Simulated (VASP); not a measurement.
Data:

```
CELL_PARAMETERS angstrom
      0.00000     2.02273     2.02273
      2.02273     0.00000     2.02273
      2.02273     2.02273     0.00000
ATOMIC_POSITIONS crystal
  Ag 0.00000 0.00000 0.00000
```

These are PBEsol GGA with spin-orbit coupling, VASP's PBE PAW potentials (set 64) (plane waves; VASP 6.6.1) values and carry that method's errors. Run with 400 eV cut-off, 14×14×14 Γ-centred mesh, Gaussian smearing of 0.050 eV, potentials Ag.

Q: Give the energies of bands 1 to 14 at the high-symmetry points, in eV from the Fermi level.

A: 
| band | Γ | X | U | L | W |
|---|---|---|---|---|---|
| 1 | -7.99 | -6.59 | -6.13 | -6.54 | -5.82 |
| 2 | -7.99 | -6.59 | -6.13 | -6.54 | -5.82 |
| 3 | -5.00 | -6.44 | -5.70 | -5.07 | -5.26 |
| 4 | -5.00 | -6.44 | -5.70 | -5.07 | -5.26 |
| 5 | -5.00 | -2.97 | -4.10 | -4.66 | -5.04 |
| 6 | -5.00 | -2.97 | -4.10 | -4.66 | -5.04 |
| 7 | -4.61 | -2.79 | -3.49 | -2.98 | -3.69 |
| 8 | -4.61 | -2.79 | -3.49 | -2.98 | -3.69 |
| 9 | -3.66 | -2.46 | -2.92 | -2.75 | -2.64 |
| 10 | -3.66 | -2.46 | -2.92 | -2.75 | -2.64 |
| 11 | -3.66 | 1.56 | 4.37 | -0.49 | 5.91 |
| 12 | -3.66 | 1.56 | 4.37 | -0.49 | 5.91 |
| 13 | 16.11 | 7.01 | 5.39 | 3.81 | 6.25 |
| 14 | 16.11 | 7.01 | 5.39 | 3.81 | 6.25 |

It has no gap at this level: it comes out as a metal or semimetal.

The compound is Ag in the fcc structure. It was relaxed first.
